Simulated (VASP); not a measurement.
Consider the following.

```yaml
crystal:
  lattice:
    - [0.00000, 2.77303, 2.76977]
    - [2.76414, 0.00000, 2.76977]
    - [2.76414, 2.77303, 0.00000]
  atoms:
    - { symbol: Si, position: [0.25000, 0.25000, 0.25000] }
    - { symbol: Si, position: [0.75000, 0.75000, 0.75000] }
    - { symbol: Ni, position: [0.99273, 0.00727, 0.00727] }
```

Level of theory: PBE GGA, VASP's PBE PAW potentials (set 64) (plane waves; VASP). Run with 400 eV cut-off, 5×5×5 Monkhorst-Pack mesh, first-order Methfessel-Paxton smearing of 0.10 eV, potentials Si Ni.

### Question
Which forces act on the atoms, in eV/Å?

### Answer

```tsv
atom	Fx	Fy	Fz
Si1	0.161	0.000	0.000
Si2	0.161	0.000	0.000
Ni3	-0.322	0.000	0.000
```

### Question
Give the stress tensor in GPa (positive for a compressed cell).

### Answer

```
-7.03   0.00   0.00
 0.00  -6.98   0.00
 0.00   0.00  -6.98
```
The pressure is its mean diagonal, -7.00 GPa.

The compound is NiSi2 in the fluorite structure. The cell was not relaxed at this level, atoms are displaced from their ideal sites. The k-mesh is coarse (spacing up to 0.39 per Å, 2π included), so the numbers may not be converged in it. The run is one of a series of settings (KPOINTS 5×5×5 Monkhorst-Pack mesh against the base run), some of them coarse on purpose. The run is not spin-polarised, so no magnetic state was tried.
